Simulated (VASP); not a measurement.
Given:

```
CELL_PARAMETERS angstrom
      3.33486     0.00000     0.00000
      0.00000     3.33486     0.00000
      0.00000     0.00000     3.33486
ATOMIC_POSITIONS crystal
  Hf 0.00000 0.00000 0.00000
  As 0.50000 0.50000 0.50000
```

Computed with PBE GGA, VASP's PBE PAW potentials (set 64) (plane waves; VASP). Numerical set-up: 400 eV cut-off, 12×12×12 Γ-centred mesh, tetrahedra with Blöchl corrections, potentials Hf_pv As.

Unless said otherwise, spin-orbit coupling is left out, though it shifts the bands of the heavy elements here.

### Question
Tabulate the total density of states (states/eV per cell) against energy (eV; zero at the valence-band maximum or, without a gap, the Fermi level).

### Answer

(E (eV), DOS (states/eV)): (-9.93, 0.27); (-9.70, 0.19); (-9.59, 0.15); (-9.37, 0.09); (-9.26, 0.07); (-9.03, 0.04); (-8.92, 0.01); (-8.70, 0.00); (-8.59, 0.00); (-8.36, 0.00); (-8.25, 0.00); (-8.03, 0.00); (-7.92, 0.00); (-7.69, 0.00); (-7.58, 0.00); (-7.36, 0.00); (-7.25, 0.00); (-7.02, 0.00); (-6.91, 0.02); (-6.69, 0.12); (-6.58, 0.17); (-6.35, 0.24); (-6.24, 0.27); (-6.02, 0.33); (-5.91, 0.37); (-5.68, 0.45); (-5.57, 0.49); (-5.35, 0.60); (-5.13, 0.78); (-5.01, 1.13); (-4.79, 1.96); (-4.68, 1.95); (-4.46, 1.33); (-4.34, 1.07); (-4.12, 0.93); (-4.01, 0.95); (-3.79, 1.08); (-3.67, 1.05); (-3.45, 0.96); (-3.34, 0.99); (-3.12, 0.94); (-3.00, 0.95); (-2.78, 0.85); (-2.67, 0.86); (-2.45, 0.91); (-2.33, 0.86); (-2.11, 0.86); (-2.00, 0.88); (-1.78, 0.98); (-1.67, 0.96); (-1.44, 0.88); (-1.33, 0.94); (-1.11, 1.89); (-0.88, 1.79); (-0.77, 1.59); (-0.55, 1.50); (-0.44, 1.25); (-0.21, 2.09); (-0.10, 2.61); (0.12, 1.67); (0.23, 1.34); (0.46, 0.91); (0.57, 0.75); (0.79, 0.50); (0.90, 0.40); (1.12, 0.37); (1.24, 0.49); (1.46, 1.09); (1.57, 1.62); (1.79, 2.36); (1.91, 2.00); (2.13, 2.12); (2.24, 2.12); (2.46, 1.33); (2.58, 1.17); (2.80, 0.96); (2.91, 1.05); (3.13, 1.77); (3.25, 2.07); (3.47, 1.62)
Within 2 eV below the Fermi level the largest weight inside VASP's projection spheres is Hf d, then As p.

The structure was generated: HfAs was put into the CsCl type type (Pm-3m), which need not be its known phase. It was relaxed first, which changed the volume by -34 %. The electron count is odd and the run is not spin-polarised, which forces a metal.
